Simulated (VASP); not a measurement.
```
CELL_PARAMETERS angstrom
      0.00000     2.85992     2.85992
      2.85992     0.00000     2.85992
      2.85992     2.85992     0.00000
ATOMIC_POSITIONS crystal
  Be 0.00000 0.00000 0.00000
  Te 0.25000 0.25000 0.25000
```

Level of theory: RPBE GGA, VASP's PBE PAW potentials (set 64) (plane waves; VASP). Numerical set-up: 520 eV cut-off, Gaussian smearing of 0.050 eV, potentials Be Te.

Unless said otherwise, spin-orbit coupling is left out, though it shifts the bands of the heavy elements here.

**Question.** Estimate the band gap (along the path) with the smallest direct gap where there is one.

**Answer.** 
band gap (along the path): 2.18 eV
smallest direct gap (along the path): 3.58 eV

The compound is BeTe in the zinc blende structure. It was relaxed first.
